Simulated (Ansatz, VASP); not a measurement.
# GaSbAs2: VASP beside Ansatz

```xyz
4
Lattice="4.2332 0.0000 0.0000 0.0000 4.2332 0.0000 0.0000 0.0000 6.5915" Properties=species:S:1:pos:R:3 pbc="T T T"
Ga    2.1166    2.1166    0.0000
Sb    0.0000    0.0000    3.2958
As    2.1166    0.0000    5.1814
As    0.0000    2.1166    1.4102
```

Alike in both runs: functional PBE; k mesh 10 × 10 × 6; occupations fermi-dirac, width 0.15 eV; no spin polarisation.

Ansatz relaxed the structure, and its values are those at the end. VASP's run is a single point on that final structure, the one shown.

```csv
,VASP,Ansatz
version,VASP 6.6.1,Ansatz 0.2.0
potentials or method,"VASP PAW PBE potentials, release 64 (Ga_d, Sb, As)","scalar-relativistic, plane waves, PAW"
plane-wave cutoff (eV),520,420
valence electrons in the cell,28,58
```

|  | VASP | Ansatz | Ansatz less VASP |
| --- | --- | --- | --- |
| gap on the k mesh at the Fermi level (eV) | none | none | - |
| pressure (GPa) | -0.7 | -0.7 | -0.07 |
| rms of the force components (eV/Å) | 0.003 | 0.000 | -0.0033 |

A gap of «none» marks a metal or a gap that the smearing closes. The functional is the same, so the differences come from potentials, cutoffs and numerics. The two sets of potentials don't hold the same shells in valence.

The runs have no spin-orbit coupling, so splittings on Sb are missing.
